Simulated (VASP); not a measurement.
All values below come from PBE GGA, VASP's PBE PAW potentials (set 64) (plane waves; VASP).

The input files of a VASP run:

### POSCAR
```
CdS
1
    0.0000000000     2.9605175066     2.9605175066
    2.9605175066     0.0000000000     2.9605175066
    2.9605175066     2.9605175066     0.0000000000
Cd S
1 1
Direct
  0.0000000000   0.0000000000   0.0000000000
  0.2500000000   0.2500000000   0.2500000000
```

File KPOINTS:
```
Regular mesh
0
gamma
  14 14 14
0 0 0
```

### INCAR
```
# general
SYSTEM  = CdS
PREC    = Accurate
ENCUT   = 400   # plane-wave cut-off (eV)
LREAL   = .False.
LASPH   = .True.   # aspherical one-centre terms
NBANDS  = 39

# electronic loop
EDIFF   = 1E-7   # SCF stop (eV)
NELM    = 100   # most electronic steps
ALGO    = Normal   # blocked Davidson
LMAXMIX = 4   # l cut-off of mixed one-centre charges

# smearing
ISMEAR  = 0   # Gaussian
SIGMA   = 0.01   # width (eV)

# functional
GGA     = PE   # PBE

# output
LWAVE   = .False.
LCHARG  = .False.
NEDOS   = 1001   # DOS grid

# other
LOPTICS = .True.
CSHIFT  = 0.1
```

POTCAR, in this order: Cd S (PBE.64 set). Program: vasp_std.

Output

OSZICAR:
```
       N       E                     dE             d eps       ncg     rms          rms(c)
DAV:   1     0.126358054716E+03    0.12636E+03   -0.63532E+03  8560   0.339E+02
DAV:   2    -0.430609246368E+00   -0.12679E+03   -0.10973E+03  9591   0.125E+02
DAV:   3    -0.667313091767E+01   -0.62425E+01   -0.61853E+01  9997   0.305E+01
DAV:   4    -0.669778148979E+01   -0.24651E-01   -0.24647E-01  9364   0.201E+00
DAV:   5    -0.669788056193E+01   -0.99072E-04   -0.99071E-04  9739   0.114E-01    0.766E+00
DAV:   6    -0.616742093418E+01    0.53046E+00   -0.22930E-01 10420   0.458E+00    0.622E+00
DAV:   7    -0.614429079564E+01    0.23130E-01   -0.69979E-02  9895   0.951E-01    0.307E+00
DAV:   8    -0.614410786133E+01    0.18293E-03   -0.10979E-02  9271   0.564E-01    0.215E-01
DAV:   9    -0.614426238545E+01   -0.15452E-03   -0.48611E-04  9826   0.173E-01    0.867E-02
DAV:  10    -0.614436554227E+01   -0.10316E-03   -0.82201E-05  9454   0.442E-02    0.721E-02
DAV:  11    -0.614443965111E+01   -0.74109E-04   -0.53939E-05  9418   0.248E-02    0.205E-02
DAV:  12    -0.614443987463E+01   -0.22352E-06   -0.72613E-07  9468   0.266E-03    0.642E-03
DAV:  13    -0.614444101737E+01   -0.11427E-05   -0.86809E-07  9418   0.296E-03    0.183E-03
DAV:  14    -0.614444103389E+01   -0.16522E-07   -0.10134E-08  8816   0.374E-04
   1 F= -.61444410E+01 E0= -.61444410E+01  d E =-.702309E-13
 imaginary and real dielectric function
```

OUTCAR:
```
------------------------ aborting loop because EDIFF is reached ----------------------------------------
  FORCE on cell =-STRESS in cart. coord.  units (eV):
  Direction    XX          YY          ZZ          XY          YZ          ZX
  --------------------------------------------------------------------------------------
  Total        0.0180829      0.0180829      0.0180829     -0.0000000      0.0000000     -0.0000000
  in kB        0.5582734      0.5582734      0.5582734     -0.0000000      0.0000000     -0.0000000
  external PRESSURE =       0.5582734 kB  Pullay stress =       0.0000000 kB
  volume of cell :       51.90
      direct lattice vectors                 reciprocal lattice vectors
     0.000000000  2.960517507  2.960517507    -0.168889391  0.168889391  0.168889391
     2.960517507  0.000000000  2.960517507     0.168889391 -0.168889391  0.168889391
     2.960517507  2.960517507  0.000000000     0.168889391  0.168889391 -0.168889391
  FREE ENERGIE OF THE ION-ELECTRON SYSTEM (eV)
  ---------------------------------------------------
  free  energy   TOTEN  =        -6.1444410339 eV

  energy  without entropy=       -6.1444410339  energy(sigma->0) =       -6.14444103

 plasma frequency squared (from intraband transitions) (eV^2)
  --------------------------------------------------------------------------------------
       0.000       0.000       0.000
       0.000       0.000       0.000
       0.000       0.000       0.000

 plasma frequency squared (from interband transitions, int dw w eps(2)(w)) (eV^2)
  --------------------------------------------------------------------------------------
     322.428       0.000       0.000      -0.000       0.000      -0.000
       0.000       0.000     322.428       0.000       0.000      -0.000
       0.000       0.000       0.000       0.000     322.428       0.000
```
(Selected blocks of OUTCAR.)

The compound is CdS in the zinc blende structure, a metastable form; wurtzite is the usual one. It was relaxed first, which changed the volume by +5 %.
